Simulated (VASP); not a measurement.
Given:

```yaml
crystal:
  lattice:
    - [0.00000, 2.56775, 2.56775]
    - [2.56775, 0.00000, 2.56775]
    - [2.56775, 2.56775, 0.00000]
  atoms:
    - { symbol: Eu, position: [0.00000, 0.00000, 0.00000] }
    - { symbol: O, position: [0.50000, 0.50000, 0.50000] }
```

Method: RPBE GGA, VASP's PBE PAW potentials (set 64) (plane waves; VASP). Run with 520 eV cut-off, 9×9×9 Γ-centred mesh, Gaussian smearing of 0.050 eV, potentials Eu_2 O.

The 4f electrons are frozen in the core of the lanthanide potential, so 4f levels, which can set the real gap, and their magnetism are missing.

Q: What does the run give for the energy per atom (σ→0), pressure?

A: 
```
Item                            Value
---------------------  --------------
energy per atom (σ→0)  -6.178 eV/atom
pressure                   -50.1 kbar
```

Total energies compare only between runs with the same potentials, cut-off and functional.

The compound is EuO in the rock salt structure. This cell is one point of a volume scan, at 1.06 of the reference volume.
